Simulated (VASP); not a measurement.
```
CELL_PARAMETERS angstrom
      0.00000     2.38290     2.38290
      2.38290     0.00000     2.38290
      2.38290     2.38290     0.00000
ATOMIC_POSITIONS crystal
  B  0.00000 0.00000 0.00000
  As 0.25000 0.25000 0.25000
```

Level of theory: PBE GGA with D4 dispersion, VASP's PBE PAW potentials (set 64) (plane waves; VASP). Numerical set-up: 520 eV cut-off, Gaussian smearing of 0.050 eV, potentials B As.

Q: Give the energies of bands 2 to 7 at the high-symmetry points, in eV from the valence-band maximum.

A: 
```
band     Γ      X      U      L      W
----  ----  -----  -----  -----  -----
2     0.00  -8.57  -8.19  -8.84  -8.10
3     0.00  -4.11  -6.00  -1.83  -5.53
4     0.00  -4.11  -3.51  -1.83  -5.24
5     3.29   1.42   2.04   2.73   5.24
6     3.29   1.44   5.56   4.79   5.97
7     3.29  11.43   9.26   4.79   6.82
```

The gap is indirect, 1.17 eV, from the valence maximum at Γ to the conduction minimum at Γ-X at 0.79.

Measured: gap 1.82 eV (computed value off by -0.65 eV), as given by Wikipedia, List of semiconductor materials.

The compound is BAs in the zinc blende structure. It was relaxed first.
